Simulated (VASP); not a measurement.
Input:

```yaml
crystal:
  lattice:
    - [0.00000, 2.99958, 2.99958]
    - [2.99958, 0.00000, 2.99958]
    - [2.99958, 2.99958, 0.00000]
  atoms:
    - { symbol: Cu, position: [0.00000, 0.00000, 0.00000] }
    - { symbol: I, position: [0.25000, 0.25000, 0.25000] }
```

Computed with revTPSS meta-GGA, VASP's PBE PAW potentials (set 64) (plane waves; VASP 6.6.1). Settings: 520 eV cut-off, 8×8×8 Γ-centred mesh, Gaussian smearing of 0.050 eV, potentials Cu I.

Unless said otherwise, spin-orbit coupling is left out, though it shifts the bands of the heavy elements here.

Estimate the energy per atom (σ→0), band gap (on the k-mesh) with the smallest direct gap where there is one.

```yaml
band gap (on the k-mesh): 1.37 eV
smallest direct gap (on the k-mesh): 1.37 eV
energy per atom (σ→0): 9.643 eV/atom
```

Only differences to runs with the same potentials and settings are physical.

The compound is CuI in the zinc blende structure. It was relaxed first.
